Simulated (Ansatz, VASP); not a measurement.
# TiTe2: VASP beside Ansatz

Aim: how closely do two programs agree when they are given the same cell, functional and k mesh? The cell is generated by rule, not measured, and may not be a known phase. The cell is taken from a series of runs on this material, whose earlier steps may have relaxed, scaled, displaced or heated it; both programs get it as it stands.

Main program and level: Ansatz 0.2.0; plane waves, with VASP 6.6.1 beside it; single point at r2SCAN.

The structure was built from a prototype and need not be the compound's stable phase.

## (1) Starting point

Symmetry: Fm-3m, No. 225, cubic system. Conventional cell: a = 6.696 Å, b = 6.696 Å, c = 6.696 Å, α = 90.00°, β = 90.00°, γ = 90.00°. Ti has 8 Te at 2.90 Å nearest. Nearest to Te lie 4 Ti at 2.90 Å. Farther neighbours and most contacts between anions are not listed.

## (2) Ansatz: single point, r2SCAN

Ansatz runs on its default PAW (the set named soft_2) files.

With cell and atoms fixed, the geometry can't cause a difference; cores, projectors, grids and the points listed under the comparison can.

input.yaml

```yaml
crystal:
  lattice:
    - [0.0, 3.348, 3.348]
    - [3.348, 0.0, 3.348]
    - [3.348, 3.348, 0.0]
  atoms:
    - { symbol: Ti, position: [0.0, 0.0, 0.0] }
    - { symbol: Te, position: [0.25, 0.25, 0.25] }
    - { symbol: Te, position: [0.75, 0.75, 0.75] }
kpoints:
  mp_grid: { grid: [6, 6, 6] }
hamiltonian:
  xc: r2scan
scf:
  occupations: { method: gaussian, width: 0.1 }
output:
  forces: true
  stress: true
  eigenvalues: true
```

On the command line:

```console
ansatz run input.yaml --threads 4 --pin off --max-ram 7168MiB --backend cpu --events-out ev --progress --plain --runs-dir out
```

Numbers of over 12 decimals in the logs are rounded to 6 here.

The program printed:

```text
Engine: ansatz 0.2.0, aarch64-unknown-linux-gnu
Pseudopotentials: kind: paw
Pseudopotential: Ti, paw, valence charge 12, recommended cutoff 500 eV (meta_gga), Ti.paw.azcp
Pseudopotential: Te, paw, valence charge 16, recommended cutoff 500 eV (meta_gga), Te.paw.azcp
Functional definition: r2SCAN
  parameter k0 = 0.174
  parameter k1 = 0.065
  parameter a1 = 4.9479
  exchange = r2scan_x(k0 = k0, k1 = k1, a1 = a1)
  correlation = r2scan_c
Crystal: 3 atoms, lattice volume = 75.056 Å³
Basis set: ecut = 500 eV, 1917 PW (Γ), exchange–correlation on 144×144×144 points (64 copies of the dense FFT grid, shifted against one another)
Bands: 27, of which v1, the nominal top of the filled ones, is band 22 counted from 1 (21 counted from 0)
Symmetry: 48 space group operations
Space group: Fm-3m (ITA 225), of the structure as read, at distance tolerance 4.2e-5 Å
k-points: 16 of 216
Non-local potential: Ti, projectors of the file, l = 0: 3, l = 1: 2, l = 2: 3, l = 3: 1
Non-local potential: Te, projectors of the file, l = 0: 2, l = 1: 2, l = 2: 2, l = 3: 2
PAW form: soft (Blöchl's): semilocal exchange-correlation on the pseudo side does not see the compensation charge
PAW frozen core: Ti, regenerated for the run's functional (the file was generated under x = pbe(κ = 0.804, μ = 0.219515), c = pbe(β = 0.066725))
PAW frozen core: Te, regenerated for the run's functional (the file was generated under x = pbe(κ = 0.804, μ = 0.219515), c = pbe(β = 0.066725))
PAW one-centre angular grid: Ti, 590 points (default); XC on 160 Gauss nodes
PAW one-centre angular grid: Te, 590 points (default); XC on 160 Gauss nodes
Initial density: superposition of atomic densities (neutral atoms: chi_scale 0, normalization atom), corrected by the library's trained network
Initial wavefunctions: pseudopotential atomic-orbital guess
Functional: x = r2scan, c = r2scan; τ floored in thin density (d = 2e-4 eV/Å³)
SCF iter   1: F=—  HF=-16494.944899 eV  |F-HF|=—  |Δ(HF+E_count)|=         —  Δρ=1.49e-2  dr2=2.80e-1  dr2_τ=1.52e-2  ethr=1.77e-3  ⟨swp⟩=5.7  Hψ=1883  notcnv=0
preconditioner: auto → LDOS  [metal: Δε(μ)=0.005 eV  Ē_g=7.156 eV  σ=0.100 eV  W_gap=0.03  n_scr=14 (ndim 8)  ℏωp=17.1 eV  f_vac=0.036  D(μ)=4.31/eV (n_scr^D=50)  β→1.0]
SCF iter   2: F=—  HF=-16494.984801 eV  |F-HF|=—  |Δ(HF+E_count)|=   3.99e-2  Δρ=2.91e-3  dr2=3.18e-3  dr2_τ=4.22e-3  ethr=6.36e-4  ⟨swp⟩=2.0  Hψ=642  notcnv=0
SCF iter   3: F=—  HF=-16494.988897 eV  |F-HF|=—  |Δ(HF+E_count)|=   4.10e-3  Δρ=2.84e-3  dr2=1.02e-2  dr2_τ=2.06e-4  ethr=7.23e-6  ⟨swp⟩=2.1  Hψ=865  notcnv=0
SCF iter   4: F=—  HF=-16494.987988 eV  |F-HF|=—  |Δ(HF+E_count)|=   9.09e-4  Δρ=3.05e-4  dr2=1.26e-4  dr2_τ=4.27e-6  ethr=7.23e-6  ⟨swp⟩=2.2  Hψ=564  notcnv=0
SCF iter   5: F=—  HF=-16494.988006 eV  |F-HF|=—  |Δ(HF+E_count)|=   1.79e-5  Δρ=1.29e-4  dr2=2.67e-5  dr2_τ=3.39e-7  ethr=2.86e-7  ⟨swp⟩=2.0  Hψ=558  notcnv=0
SCF iter   6: F=—  HF=-16494.988001 eV  |F-HF|=—  |Δ(HF+E_count)|=   4.48e-6  Δρ=4.85e-5  dr2=2.67e-6  dr2_τ=1.14e-8  ethr=6.07e-8  ⟨swp⟩=1.0  Hψ=432  notcnv=0
SCF iter   7: F=-16494.988001 eV  HF=-16494.988001 eV  |F-HF|=2.31e-8  |Δ(HF+E_count)|=   2.16e-7  Δρ=6.46e-6  dr2=3.62e-8  dr2_τ=4.48e-10  ethr=2.27e-10  ⟨swp⟩=4.6  Hψ=2100  notcnv=0
SCF 1 converged in 7 iterations: F = -16494.988001 eV  dr2 = 3.62e-8
  greatest PAW one-centre occupation: 1.001 electrons in one spin orbital (limit 2), on the Ti atom at site 0 (counted from 0), in its partial waves of l = 1
SCF converged after 7 iterations
Free energy (F): -16494.988001 eV
Harris-Foulkes:  -16494.988001 eV  (|F-HF|=2.31e-8)
Internal energy: -16494.960129 eV  (E = F + TS)
E sigma→0 (E₀):  -16494.974065 eV
Entropy (-TS):   -0.027873 eV (-9.291 meV/atom)
Fermi energy:    12.157439 eV
--- Per-component energies (eV) ---
  E_band       = -652.974452
  E_kinetic    = 637.013346
  E_local      = -3159.895722  (includes V_loc(G=0)·N_el)
  E_nonlocal   = -611.293924
  E_hartree    = 1890.599763
  E_xc         = -325.175364
  E_vxc        = -358.734360  (∫ρ·V_xc dr)
  E_paw        = -10430.399088  (= ΣΔE_a)
  E_vpaw       = -964.013614  (= ΣTr[D̂ρ^β])
  E_aug_tail   = 0.000022  (compensation charges beyond the density's cutoff)
  E_vtau       = 22.746299  (kinetic-family band-sum trace: ∫τ·v_τ [+ j·A + Jᵃ·Aᵃ] dr)
  E_ewald      = -4496.125415
  E_core_change = 0.316254  (= ΣΔE_core)
  E_smearing   = -0.027873  (= −TS)
  E_closure    = 0.000000  (closes the sum)
  Σ components = -16494.988001   (vs F -16494.988001, Δ=0.00e0)
--- Forces (eV/Å), atoms counted from 1 ---
  atom   1  Ti    -0.00000000     0.00000000     0.00000000
  atom   2  Te    -0.00000000     0.00000000     0.00000000
  atom   3  Te     0.00000000     0.00000000    -0.00000000
  max |Σ_I F_I| component: 9.40e-19 eV/Å
--- Stress (GPa, compression-positive) ---
        5.749906       0.000000       0.000000
       -0.000000       5.749906      -0.000000
        0.000000       0.000000       5.749906
  P = ⅓ Tr σ = 5.7499 GPa (57.499 kbar)
--- Band table (eV; the first three rows and the last of 16) ---
  k-point 0: bands = [... 18 lower, 7.0809, 11.7472, 11.7472, 11.7472, 11.9961, 11.9961, 14.5442, 14.5442, ... 1 higher]
  k-point 1: bands = [... 18 lower, 7.6893, 10.6675, 10.6675, 10.8107, 12.5529, 12.5529, 13.5901, 14.3130, ... 1 higher]
  k-point 2: bands = [... 18 lower, 8.5504, 9.5622, 9.5622, 9.5978, 12.3644, 12.3644, 13.1733, 14.4909, ... 1 higher]
  k-point 15: bands = [... 18 lower, 7.7693, 9.7930, 10.7723, 12.1691, 12.5544, 13.3329, 13.7161, 13.9136, ... 1 higher]
```

The column dr2 measures how far the density is from self-consistency, as an energy; F and HF (Harris–Foulkes) agree once it is small.

The run ends at a pressure of 5.75 GPa.

## (3) VASP: single point, r2SCAN

The same cell, functional, mesh and smearing now go to VASP, with its own data sets.

Lines of VASP's logs that name or quote its potential files are left out, and so is its time.

INCAR

```
SYSTEM = TiTe2
PREC = Accurate
ENCUT = 550
EDIFF = 1E-06
NELM = 120
ISMEAR = 0
SIGMA = 0.1
LREAL = .FALSE.
ALGO = Normal
METAGGA = R2SCAN
LASPH = .TRUE.
NBANDS = 18
LORBIT = 11
LWAVE = .FALSE.
LCHARG = .FALSE.
ISIF = 2
GGA_COMPAT = .FALSE.
LMIXTAU = .TRUE.
```

POSCAR

```
TiTe2
1.0
    0.0000000000      3.3480000000      3.3480000000
    3.3480000000      0.0000000000      3.3480000000
    3.3480000000      3.3480000000      0.0000000000
Ti Te
1 2
Direct
    0.0000000000      0.0000000000      0.0000000000
    0.2500000000      0.2500000000      0.2500000000
    0.7500000000      0.7500000000      0.7500000000
```

KPOINTS

```
Automatic mesh
0
Gamma
6 6 6
0 0 0
```

Potentials, in the order of the species: Ti_sv and Te (PBE family, release 64).

On the command line:

```console
mpirun -np 1 vasp_std
```

The program printed:

```text
[banner, memory and clock lines left out]
running    1 mpi-ranks, on    1 nodes
 distrk:  each k-point on    1 cores,    1 groups
 distr:  one band on    1 cores,    1 groups

 POSCAR found type information on POSCAR TiTe
 POSCAR found :  2 types and       3 ions
|                                                                             |
|               ----> ADVICE to this user running VASP <----                  |
|                                                                             |
|     You enforced a specific xc type in the INCAR file but a different       |
|     [... a line on the potential file left out ...]
|     I HOPE YOU KNOW WHAT YOU ARE DOING!                                     |
|                                                                             |

 LDA part: xc-table for (None), standard interpolation
 POSCAR, INCAR and KPOINTS ok, starting setup
 FFT: planning ... GRIDC
 FFT: planning ... GRID_SOFT
 FFT: planning ... GRID
 WAVECAR not read
 entering main loop
       N       E                     dE             d eps       ncg     rms          rms(c)
DAV:   1     0.133876338268E+03    0.13388E+03   -0.11454E+04   576   0.135E+03
DAV:   2    -0.525765118421E+02   -0.18645E+03   -0.18325E+03   592   0.332E+02
DAV:   3    -0.707729215729E+02   -0.18196E+02   -0.17656E+02   986   0.899E+01
DAV:   4    -0.713915782849E+02   -0.61866E+00   -0.61477E+00   694   0.154E+01
DAV:   5    -0.714148246060E+02   -0.23246E-01   -0.23216E-01   908   0.292E+00    0.135E+01
DAV:   6    -0.667486405403E+02    0.46662E+01   -0.38244E+01   682   0.485E+01    0.120E+01
DAV:   7    -0.648414611196E+02    0.19072E+01   -0.21900E+01   670   0.304E+01    0.659E+00
DAV:   8    -0.645995326763E+02    0.24193E+00   -0.21986E+00   740   0.885E+00    0.162E+00
DAV:   9    -0.645304347057E+02    0.69098E-01   -0.86763E-01   606   0.740E+00    0.176E+00
DAV:  10    -0.647760656039E+02   -0.24563E+00   -0.29926E-01   590   0.531E+00    0.950E-01
DAV:  11    -0.646667094846E+02    0.10936E+00   -0.71712E-02   630   0.252E+00    0.651E-01
DAV:  12    -0.647353316157E+02   -0.68622E-01   -0.36421E-02   642   0.137E+00    0.268E-01
DAV:  13    -0.647610567358E+02   -0.25725E-01   -0.11477E-02   608   0.914E-01    0.299E-01
DAV:  14    -0.647569637764E+02    0.40930E-02   -0.22360E-03   602   0.466E-01    0.433E-01
DAV:  15    -0.647622658272E+02   -0.53021E-02   -0.82941E-03   652   0.591E-01    0.115E-01
DAV:  16    -0.647638956883E+02   -0.16299E-02   -0.17033E-03   680   0.414E-01    0.115E-01
DAV:  17    -0.647638655463E+02    0.30142E-04   -0.22731E-04   642   0.142E-01    0.954E-02
DAV:  18    -0.647638449041E+02    0.20642E-04   -0.33059E-05   634   0.452E-02    0.497E-02
DAV:  19    -0.647638842285E+02   -0.39324E-04   -0.72394E-05   660   0.668E-02    0.129E-02
DAV:  20    -0.647638760785E+02    0.81500E-05   -0.14390E-05   632   0.342E-02    0.943E-03
DAV:  21    -0.647638772282E+02   -0.11497E-05   -0.22584E-06   576   0.143E-02    0.705E-03
DAV:  22    -0.647638767074E+02    0.52074E-06   -0.19917E-07   318   0.494E-03
   1 F= -.64763877E+02 E0= -.64749995E+02  d E =-.277643E-01
```

Parts of OUTCAR (step 3):

```text
ion  position               nearest neighbor table
   1  0.000  0.000  0.000-   3 2.90   3 2.90   3 2.90   2 2.90   3 2.90   2 2.90   2 2.90   2 2.90

  LATTYP: Found a face centered cubic cell.
 ALAT       =     6.6960000000

 Subroutine GETGRP returns: Found 48 space group operations
 (whereof 48 operations were pure point group operations)

The static configuration has the point symmetry O_h .

 Found     16 irreducible k-points:

   k-points           NKPTS =     16   k-points in BZ     NKDIM =     16   number of bands    NBANDS=     18

   dimension x,y,z NGX =    36 NGY =   36 NGZ =   36
   dimension x,y,z NGXF=    72 NGYF=   72 NGZF=   72

   ENCUT  =  550.0 eV  40.42 Ry    6.36 a.u.   9.05  9.05  9.05*2*pi/ulx,y,z

   NELECT =      24.0000    total number of electrons

 k-points in reciprocal lattice and weights: Automatic mesh
   0.00000000  0.00000000  0.00000000       0.005
   0.16666667  0.00000000  0.00000000       0.037
   0.33333333  0.00000000  0.00000000       0.037
   0.50000000  0.00000000  0.00000000       0.019
   0.16666667  0.16666667  0.00000000       0.028
   0.33333333  0.16666667  0.00000000       0.111
   0.50000000  0.16666667  0.00000000       0.111
  -0.33333333  0.16666667  0.00000000       0.111
  -0.16666667  0.16666667  0.00000000       0.056
[...]
-0.33333333  0.33333333  0.16666667       0.111
  -0.33333333  0.50000000  0.16666667       0.056

 average (electrostatic) potential at core
       1 -77.9477       2 -91.4007       3 -91.4007

 E-fermi :   8.4829

 k-point     1 :       0.0000    0.0000    0.0000
  band No.  band energies     occupation
    ...
     10       8.0660      2.00000
     11       8.0660      2.00000
     12       8.0660      2.00000
     13       8.3252      1.97428
     14       8.3252      1.97428
     15      10.8667      0.00000
     16      10.8667      0.00000
     17      10.8667      0.00000
     18      11.4742      0.00000

 k-point     2 :       0.1667    0.0000    0.0000
  band No.  band energies     occupation
    ...
      8       3.5491      2.00000
      9       4.0078      2.00000
     10       6.9871      2.00000
     11       6.9871      2.00000
     12       7.1302      2.00000
     13       8.8804      0.00000
     14       8.8804      0.00000
     15       9.9070      0.00000
     16      10.6342      0.00000
     17      10.6342      0.00000
    ...

 k-point     3 :       0.3333    0.0000    0.0000
  band No.  band energies     occupation
    ...
      8       3.9681      2.00000
      9       4.8718      2.00000
     10       5.8797      2.00000
     11       5.8797      2.00000
     12       5.9182      2.00000
     13       8.6907      0.00329
     14       8.6908      0.00329
     15       9.4927      0.00000
     16      10.8172      0.00000
     17      10.8172      0.00000
    ...

  Total        2.7634627      2.7634627      2.7634627      0.0000000      0.0000000      0.0000000
  in kB       58.9899263     58.9899263     58.9899263      0.0000000      0.0000000      0.0000000
  external PRESSURE =      58.9899263 kB  Pullay stress =       0.0000000 kB

  energy-cutoff  :      550.00
  volume of cell :       75.06
      direct lattice vectors                 reciprocal lattice vectors
     0.000000000  3.348000000  3.348000000    -0.149342891  0.149342891  0.149342891
     3.348000000  0.000000000  3.348000000     0.149342891 -0.149342891  0.149342891
     3.348000000  3.348000000  0.000000000     0.149342891  0.149342891 -0.149342891

 POSITION                                       TOTAL-FORCE (eV/Angst)
 -----------------------------------------------------------------------------------
      0.00000      0.00000      0.00000        -0.000000     -0.000000     -0.000000
      1.67400      1.67400      1.67400         0.000000      0.000000      0.000000
      5.02200      5.02200      5.02200        -0.000000     -0.000000     -0.000000
 -----------------------------------------------------------------------------------
    total drift:                               -0.000000      0.000000      0.000000

  FREE ENERGIE OF THE ION-ELECTRON SYSTEM (eV)
  ---------------------------------------------------
  free  energy   TOTEN  =       -64.7638767074 eV

  energy  without entropy=      -64.7361124546  energy(sigma->0) =      -64.74999458

 total charge
# of ion       s       p       d       tot
------------------------------------------
    1        2.153   6.094   1.882  10.129
    2        1.403   2.022   0.060   3.484
    3        1.403   2.022   0.060   3.484
--------------------------------------------------
tot          4.959  10.138   2.001  17.097

[... 3 further parts left out ...]
```

The run ends at a pressure of 5.90 GPa.

## (4) Side by side

Known differences besides the potentials themselves: VASP keeps PBE cores, Ansatz makes them for the functional; the data sets hold 44 valence electrons in Ansatz (on its default PAW (the set named soft_2) files) and 24 in VASP; the cutoff is 500 eV in Ansatz and 550 eV in VASP; in our runs with r2SCAN, forces from VASP's data set Ti_sv part from Ansatz's all-electron ones, so neither program is the reference here. Total energies have different zeros and are not compared.

Compared:

| quantity | Ansatz | VASP | difference |
| --- | --- | --- | --- |
| pressure (GPa) | 5.75 | 5.90 | -0.15 |

## (5) What came out

- difference in pressure (single point, r2SCAN): -0.15 GPa

The difference in pressure is -0.15 GPa (single point, r2SCAN), within the 1 GPa picked in this series as the mark of a large difference. The data sets hold unlike numbers of valence electrons (44 in Ansatz and 24 in VASP), so part of the differences comes from the potentials. How closely two codes agree says nothing of how well the functional describes the real material.

[Lines on the potential files, build, host, timing and source positions are cut from VASP's logs without a mark.]

[Logs are printed without paths, hosts, clocks, repeated set-up lines and the standing remarks that a program may print on its own settings, such as how far it seeks lower states.]

[Hosts, paths, dates, database ids (printed as entryN), source tags and the programs' standing remarks are cut or masked in the printed files.]
